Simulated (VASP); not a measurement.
Here is the system:

```xyz
2
Lattice="0.0000 2.8250 2.8250 2.8250 0.0000 2.8250 2.8250 2.8250 0.0000" Properties=species:S:1:pos:R:3 pbc="T T T"
Ga     0.0000     0.0000     0.0000
As     1.4125     1.4125     1.4125
```

All values below come from G0W0 on PBE orbitals, VASP's PBE PAW potentials (set 64) (plane waves; VASP 6.6.1). Numerical set-up: PREC = Normal, 500 eV cut-off, 4×4×4 Γ-centred mesh, Gaussian smearing of 0.010 eV, potentials Ga_d_GW As_GW.

The mesh is coarse and the basis finite, so the quasiparticle values are not converged.

NBANDS = 320, ENCUTGW = 300 eV, NOMEGA = 64. The PBE levels (eV) that the step starts from are:

```csv
state,KS energy,filling
"k1 (0.00, 0.00, 0.00), band 6",-8.83,2
"k1 (0.00, 0.00, 0.00), band 7",3.91,2
"k1 (0.00, 0.00, 0.00), band 8",3.91,2
"k1 (0.00, 0.00, 0.00), band 9",3.91,2
"k1 (0.00, 0.00, 0.00), band 10",4.43,0
"k1 (0.00, 0.00, 0.00), band 11",7.61,0
"k1 (0.00, 0.00, 0.00), band 12",7.61,0
"k1 (0.00, 0.00, 0.00), band 13",7.61,0
"k4 (0.25, 0.25, 0.00), band 6",-7.90,2
"k4 (0.25, 0.25, 0.00), band 7",-0.19,2
"k4 (0.25, 0.25, 0.00), band 8",2.21,2
"k4 (0.25, 0.25, 0.00), band 9",2.21,2
"k4 (0.25, 0.25, 0.00), band 10",5.87,0
"k4 (0.25, 0.25, 0.00), band 11",7.17,0
"k4 (0.25, 0.25, 0.00), band 12",10.50,0
"k4 (0.25, 0.25, 0.00), band 13",10.50,0
```

Question: Give the quasiparticle energies and renormalisation factors Z.

Answer: 
| state | QP energy (eV) | Z |
|---|---|---|
| k1 (0.00, 0.00, 0.00), band 6 | -9.28 | 0.62 |
| k1 (0.00, 0.00, 0.00), band 7 | 3.32 | 0.76 |
| k1 (0.00, 0.00, 0.00), band 8 | 3.32 | 0.76 |
| k1 (0.00, 0.00, 0.00), band 9 | 3.32 | 0.76 |
| k1 (0.00, 0.00, 0.00), band 10 | 4.66 | 0.77 |
| k1 (0.00, 0.00, 0.00), band 11 | 7.50 | 0.76 |
| k1 (0.00, 0.00, 0.00), band 12 | 7.50 | 0.76 |
| k1 (0.00, 0.00, 0.00), band 13 | 7.50 | 0.76 |
| k4 (0.25, 0.25, 0.00), band 6 | -8.38 | 0.65 |
| k4 (0.25, 0.25, 0.00), band 7 | -0.71 | 0.73 |
| k4 (0.25, 0.25, 0.00), band 8 | 1.57 | 0.75 |
| k4 (0.25, 0.25, 0.00), band 9 | 1.57 | 0.75 |
| k4 (0.25, 0.25, 0.00), band 10 | 5.72 | 0.77 |
| k4 (0.25, 0.25, 0.00), band 11 | 7.12 | 0.76 |
| k4 (0.25, 0.25, 0.00), band 12 | 10.43 | 0.73 |
| k4 (0.25, 0.25, 0.00), band 13 | 10.43 | 0.73 |
On the mesh the gap opens from 0.51 to 1.33 eV.

The compound is GaAs in the zinc blende structure. The cell was not relaxed at this level. The k-mesh is coarse (spacing up to 0.48 per Å, 2π included), so the numbers may not be converged in it.
